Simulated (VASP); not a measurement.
These are TPSS meta-GGA, VASP's PBE PAW potentials (set 64) (plane waves; VASP 6.6.1) values and carry that method's errors.

The input files of a VASP run:

File POSCAR:
```
CuAu
1
    2.8572689101     0.0000000000     0.0000000000
    0.0000000000     2.8572689101     0.0000000000
    0.0000000000     0.0000000000     3.5583630665
Cu Au
1 1
Direct
  0.0000000000   0.0000000000   0.0000000000
  0.5000000000   0.5000000000   0.5000000000
```

**KPOINTS**
```
K-points
0
Gamma
  14 14 12
0 0 0
```

KPOINTS_OPT:
```
k-points along high-symmetry lines
6
Line-mode
Reciprocal
  0.000000   0.000000   0.000000 ! GAMMA
  0.000000   0.500000   0.000000 ! X

  0.000000   0.500000   0.000000 ! X
  0.500000   0.500000   0.000000 ! M

  0.500000   0.500000   0.000000 ! M
  0.000000   0.000000   0.000000 ! GAMMA

  0.000000   0.000000   0.000000 ! GAMMA
  0.000000   0.000000   0.500000 ! Z

  0.000000   0.000000   0.500000 ! Z
  0.000000   0.500000   0.500000 ! R

  0.000000   0.500000   0.500000 ! R
  0.500000   0.500000   0.500000 ! A

  0.500000   0.500000   0.500000 ! A
  0.000000   0.000000   0.500000 ! Z

  0.000000   0.500000   0.000000 ! X
  0.000000   0.500000   0.500000 ! R

  0.500000   0.500000   0.000000 ! M
  0.500000   0.500000   0.500000 ! A
```

INCAR:
```
SYSTEM = CuAu
PREC = Accurate; ENCUT = 520; LREAL = .FALSE.
LASPH = .TRUE.
EDIFF = 1E-7; NELM = 100; ALGO = Normal
LMAXMIX = 6; LMIXTAU = .TRUE.
ISMEAR = -5
METAGGA = TPSS
ISIF = 2
LWAVE = .FALSE.; LCHARG = .FALSE.; LORBIT = 11
NEDOS = 601
```

POTCAR, in this order: Cu Au (PBE.64 set). Program: vasp_std.

The resulting files:

**OSZICAR**
```
       N       E                     dE             d eps       ncg     rms          rms(c)
DAV:   1     0.159566707686E+03    0.15957E+03   -0.13380E+04  7742   0.253E+03
DAV:   2     0.221928497083E+01   -0.15735E+03   -0.15125E+03  7763   0.428E+02
DAV:   3    -0.922870879558E+01   -0.11448E+02   -0.11273E+02  9619   0.150E+02
DAV:   4    -0.939676887225E+01   -0.16806E+00   -0.16801E+00  9551   0.183E+01
DAV:   5    -0.940157445170E+01   -0.48056E-02   -0.48059E-02 11778   0.289E+00    0.117E+01
DAV:   6    -0.145306235297E+02   -0.51290E+01   -0.14112E+01  7672   0.558E+01    0.539E+00
DAV:   7    -0.152739981051E+02   -0.74337E+00   -0.29074E+00 11945   0.477E+01    0.336E+00
DAV:   8    -0.152864715035E+02   -0.12473E-01   -0.53452E-01  9707   0.349E+01    0.209E+00
DAV:   9    -0.152837131094E+02    0.27584E-02   -0.42911E-02  9277   0.261E+00    0.185E+00
DAV:  10    -0.152704028756E+02    0.13310E-01   -0.19429E-01 11459   0.106E+01    0.413E-01
DAV:  11    -0.152767983210E+02   -0.63954E-02   -0.24787E-02  9560   0.439E+00    0.173E-01
DAV:  12    -0.152766674664E+02    0.13085E-03   -0.18531E-03  8682   0.129E+00    0.865E-02
DAV:  13    -0.152764425526E+02    0.22491E-03   -0.79084E-04 11633   0.711E-01    0.431E-02
DAV:  14    -0.152766373463E+02   -0.19479E-03   -0.29266E-04 10548   0.435E-01    0.124E-02
DAV:  15    -0.152766524315E+02   -0.15085E-04   -0.99497E-06 11772   0.804E-02    0.542E-03
DAV:  16    -0.152766539494E+02   -0.15179E-05   -0.25255E-06  9627   0.394E-02    0.673E-03
DAV:  17    -0.152766546751E+02   -0.72573E-06   -0.33224E-06  9399   0.514E-02    0.174E-03
DAV:  18    -0.152766577545E+02   -0.30794E-05   -0.51918E-07  8330   0.227E-02    0.545E-04
DAV:  19    -0.152766573234E+02    0.43118E-06   -0.50716E-08  4473   0.714E-03    0.192E-04
DAV:  20    -0.152766574067E+02   -0.83289E-07   -0.60339E-09  4291   0.142E-03
   1 F= -.15276657E+02 E0= -.15276657E+02  d E =0.000000E+00
       N       E                     dE             ncg
```

File OUTCAR:
```
------------------------ aborting loop because EDIFF is reached ----------------------------------------
  FORCE on cell =-STRESS in cart. coord.  units (eV):
  Direction    XX          YY          ZZ          XY          YZ          ZX
  --------------------------------------------------------------------------------------
  Total       -0.0629740     -0.0629740      0.0340025      0.0000000      0.0000000      0.0000000
  in kB       -3.4731190     -3.4731190      1.8752902      0.0000000      0.0000000      0.0000000
  external PRESSURE =      -1.6903159 kB  Pullay stress =       0.0000000 kB
  volume of cell :       29.05
      direct lattice vectors                 reciprocal lattice vectors
     2.857268910  0.000000000  0.000000000     0.349984559  0.000000000  0.000000000
     0.000000000  2.857268910  0.000000000     0.000000000  0.349984559  0.000000000
     0.000000000  0.000000000  3.558363067     0.000000000  0.000000000  0.281028097
 POSITION                                       TOTAL-FORCE (eV/Angst)
 -----------------------------------------------------------------------------------
      0.00000      0.00000      0.00000         0.000000      0.000000      0.000000
      1.42863      1.42863      1.77918         0.000000      0.000000      0.000000
 -----------------------------------------------------------------------------------
    total drift:                                0.000000      0.000000     -0.000000
  FREE ENERGIE OF THE ION-ELECTRON SYSTEM (eV)
  ---------------------------------------------------
  free  energy   TOTEN  =       -15.2766574067 eV

  energy  without entropy=      -15.2766574067  energy(sigma->0) =      -15.27665741

 total charge

# of ion       s       p       d       tot
------------------------------------------
    1        0.365   0.324   9.234   9.923
    2        0.614   0.419   8.691   9.725
--------------------------------------------------
tot          0.980   0.742  17.926  19.648
```
(Selected blocks of OUTCAR.)

For a metal the tetrahedron method with Blöchl corrections gives inexact stress and forces.

The compound is CuAu in the L1_0 structure. It was relaxed first.
